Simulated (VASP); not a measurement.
A convergence study with VASP on CaO (rock salt): one setting is varied, all else stays as given below, so the limit is that of these other settings.

```xyz
2
Lattice="0.0000 2.4050 2.4050 2.4050 0.0000 2.4050 2.4050 2.4050 0.0000" Properties=species:S:1:pos:R:3 pbc="T T T"
Ca     0.0000     0.0000     0.0000
O      2.4050     2.4050     2.4050
```

All values below come from PBEsol GGA, VASP's PBE PAW potentials (set 64) (plane waves; VASP). The tightest run used: 700 eV cut-off, 15×15×15 Monkhorst-Pack mesh, Gaussian smearing of 0.050 eV, potentials Ca_sv O.

Question: The settings run are 1×1×1 mesh; 2×2×2 mesh; 3×3×3 mesh; 4×4×4 mesh; 5×5×5 mesh; 6×6×6 mesh; 7×7×7 mesh; 8×8×8 mesh; 9×9×9 mesh; 10×10×10 mesh; 11×11×11 mesh; 12×12×12 mesh; 13×13×13 mesh; 14×14×14 mesh; 15×15×15 mesh. From which on does the energy per atom stay within 0.001 eV/atom of the tightest run?

Answer: From 4×4×4 mesh on: it is off by 0.0002 there and by no more than 0.001 in any finer run, while 3×3×3 mesh is off by 0.0163.
| setting | E (eV/atom) | pressure (GPa) | irreducible k-points | difference judged (eV/atom) |
|---|---|---|---|---|
| 1×1×1 mesh | -2.1758 | 49.71 | 1 | 4.5300 |
| 2×2×2 mesh | -6.7446 | -3.45 | 2 | 0.0388 |
| 3×3×3 mesh | -6.6895 | -2.19 | 4 | 0.0163 |
| 4×4×4 mesh | -6.7060 | -2.45 | 10 | 0.0002 |
| 5×5×5 mesh | -6.7055 | -2.43 | 10 | 0.0004 |
| 6×6×6 mesh | -6.7059 | -2.44 | 28 | 0.0000 |
| 7×7×7 mesh | -6.7058 | -2.44 | 20 | 0.0000 |
| 8×8×8 mesh | -6.7059 | -2.44 | 60 | 0.0000 |
| 9×9×9 mesh | -6.7058 | -2.44 | 35 | 0.0000 |
| 10×10×10 mesh | -6.7059 | -2.44 | 110 | 0.0000 |
| 11×11×11 mesh | -6.7059 | -2.44 | 56 | 0.0000 |
| 12×12×12 mesh | -6.7058 | -2.44 | 182 | 0.0000 |
| 13×13×13 mesh | -6.7059 | -2.44 | 84 | 0.0000 |
| 14×14×14 mesh | -6.7059 | -2.44 | 280 | 0.0000 |
| 15×15×15 mesh | -6.7059 | -2.44 | 120 | 0.0000 |

Left out are rungs that failed or repeat a setting and relaxations that didn't move; long series are thinned to 24 rows.

The compound is CaO in the rock salt structure. The cell was not relaxed at this level.
